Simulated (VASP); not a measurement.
Output of a VASP run:

**OSZICAR**
```
       N       E                     dE             d eps       ncg     rms          rms(c)
DAV:   1     0.319625246107E+03    0.31963E+03   -0.14929E+04   576   0.175E+03
DAV:   2     0.176434023016E+02   -0.30198E+03   -0.29073E+03   656   0.455E+02
DAV:   3    -0.823962810328E+01   -0.25883E+02   -0.25618E+02   662   0.153E+02
DAV:   4    -0.898569458156E+01   -0.74607E+00   -0.74553E+00   628   0.267E+01
DAV:   5    -0.901238574173E+01   -0.26691E-01   -0.26690E-01   632   0.522E+00    0.753E+00
DAV:   6    -0.728801497606E+01    0.17244E+01   -0.91211E+00   746   0.261E+01    0.259E+00
DAV:   7    -0.728439876965E+01    0.36162E-02   -0.40050E-01   580   0.446E+00    0.150E+00
DAV:   8    -0.728694505892E+01   -0.25463E-02   -0.10140E-01   580   0.399E+00    0.485E-01
DAV:   9    -0.728469233899E+01    0.22527E-02   -0.18079E-02   668   0.110E+00    0.100E-01
DAV:  10    -0.728671319197E+01   -0.20209E-02   -0.26450E-03   576   0.401E-01    0.242E-02
DAV:  11    -0.728678251110E+01   -0.69319E-04   -0.11833E-04   612   0.894E-02    0.103E-02
DAV:  12    -0.728681470986E+01   -0.32199E-04   -0.62590E-05   576   0.568E-02    0.421E-03
DAV:  13    -0.728681434595E+01    0.36391E-06   -0.27726E-06   542   0.191E-02
   1 F= -.72868143E+01 E0= -.72868143E+01  d E =-.728681E+01
       N       E                     dE             d eps       ncg     rms          rms(c)
DAV:   1    -0.741167572428E+01   -0.12486E+00   -0.32320E+00   728   0.270E+01    0.250E+00
DAV:   2    -0.730065445475E+01    0.11102E+00   -0.50732E-01   604   0.749E+00    0.520E-01
DAV:   3    -0.729116224350E+01    0.94922E-02   -0.27013E-02   734   0.277E+00    0.223E-01
DAV:   4    -0.728981123604E+01    0.13510E-02   -0.83071E-03   672   0.140E+00    0.752E-02
DAV:   5    -0.728988115433E+01   -0.69918E-04   -0.10886E-03   586   0.443E-01    0.448E-02
DAV:   6    -0.728981953727E+01    0.61617E-04   -0.26396E-04   730   0.235E-01    0.111E-02
DAV:   7    -0.728981940214E+01    0.13513E-06   -0.22227E-05   646   0.466E-02    0.164E-03
DAV:   8    -0.728981984198E+01   -0.43984E-06   -0.11939E-06   476   0.112E-02
   2 F= -.72898198E+01 E0= -.72898198E+01  d E =-.300550E-02
       N       E                     dE             d eps       ncg     rms          rms(c)
DAV:   1    -0.729389122564E+01   -0.40718E-02   -0.10250E-01   728   0.470E+00    0.450E-01
DAV:   2    -0.729030932037E+01    0.35819E-02   -0.16670E-02   604   0.135E+00    0.938E-02
DAV:   3    -0.729000263803E+01    0.30668E-03   -0.89849E-04   734   0.502E-01    0.402E-02
DAV:   4    -0.728996144368E+01    0.41194E-04   -0.26645E-04   670   0.251E-01    0.139E-02
DAV:   5    -0.728996599208E+01   -0.45484E-05   -0.39245E-05   590   0.819E-02    0.917E-03
DAV:   6    -0.728996381345E+01    0.21786E-05   -0.10106E-05   736   0.441E-02    0.201E-03
DAV:   7    -0.728996380552E+01    0.79326E-08   -0.70862E-07   360   0.912E-03
   3 F= -.72899638E+01 E0= -.72899638E+01  d E =-.314946E-02
```

**OUTCAR**
```
------------------------ aborting loop because EDIFF is reached ----------------------------------------
  FORCE on cell =-STRESS in cart. coord.  units (eV):
  Direction    XX          YY          ZZ          XY          YZ          ZX
  --------------------------------------------------------------------------------------
  Total        0.0020368      0.0020368      0.0020368      0.0000000     -0.0000000      0.0000000
  in kB        0.0630701      0.0630701      0.0630701      0.0000000     -0.0000000      0.0000000
  external PRESSURE =       0.0630701 kB  Pullay stress =       0.0000000 kB
  volume of cell :       51.74
      direct lattice vectors                 reciprocal lattice vectors
    -0.000000000  2.957567592  2.957567592    -0.169057844  0.169057844  0.169057844
     2.957567592  0.000000000  2.957567592     0.169057844 -0.169057844  0.169057844
     2.957567592  2.957567592  0.000000000     0.169057844  0.169057844 -0.169057844
 POSITION                                       TOTAL-FORCE (eV/Angst)
 -----------------------------------------------------------------------------------
      0.00000      0.00000      0.00000        -0.000000      0.000000      0.000000
      1.47878      1.47878      1.47878         0.000000      0.000000      0.000000
      4.43635      4.43635      4.43635        -0.000000     -0.000000     -0.000000
 -----------------------------------------------------------------------------------
    total drift:                                0.000000     -0.000000      0.000000
  FREE ENERGIE OF THE ION-ELECTRON SYSTEM (eV)
  ---------------------------------------------------
  free  energy   TOTEN  =        -7.2899638055 eV

  energy  without entropy=       -7.2899638055  energy(sigma->0) =       -7.28996381

 reached required accuracy - stopping structural energy minimisation
```
(Selected blocks of OUTCAR.)

**POSCAR**
```
PbF2
1
    0.0000000000     2.9420447209     2.9420447209
    2.9420447209     0.0000000000     2.9420447209
    2.9420447209     2.9420447209     0.0000000000
Pb F
1 2
Direct
  1.0000000000   1.0000000000   0.0000000000
  0.2500000000   0.2500000000   0.2500000000
  0.7500000000   0.7500000000   0.7500000000
```

Reconstruct the remaining input files.

One answer among several that fit: the input of the run itself, vdW-DF-cx, plane waves, VASP's PBE PAW potentials (set 64).

INCAR:
```
NELM = 100
ALGO = Normal
EDIFF = 1E-6   ! SCF stop (eV)
LREAL = .FALSE.   ! projection in real space or not
SYSTEM = PbF2
ISIF = 3   ! ions, shape and volume
LCHARG = .FALSE.
SIGMA = 0.05   ! width (eV)
IBRION = 2   ! conjugate gradients
GGA = CX
ENCUT = 520   ! plane-wave cut-off (eV)
LWAVE = .FALSE.
EDIFFG = -0.02   ! ionic stop
LMAXMIX = 4   ! l cut-off of mixed one-centre charges
LASPH = .TRUE.   ! aspherical one-centre terms
AGGAC = 0.0
PREC = Accurate
NSW = 60   ! most ionic steps
ISMEAR = 0   ! Gaussian
LUSE_VDW = .TRUE.
```

**KPOINTS**
```
Automatic mesh
0
Gamma
6 6 6
0 0 0
```

POTCAR, in this order: Pb_d F (PBE.64 set). Program: vasp_std.

The compound is PbF2 in the fluorite structure, the β form. This run relaxes it. Symmetry was kept, so distortions that lower it aren't found.
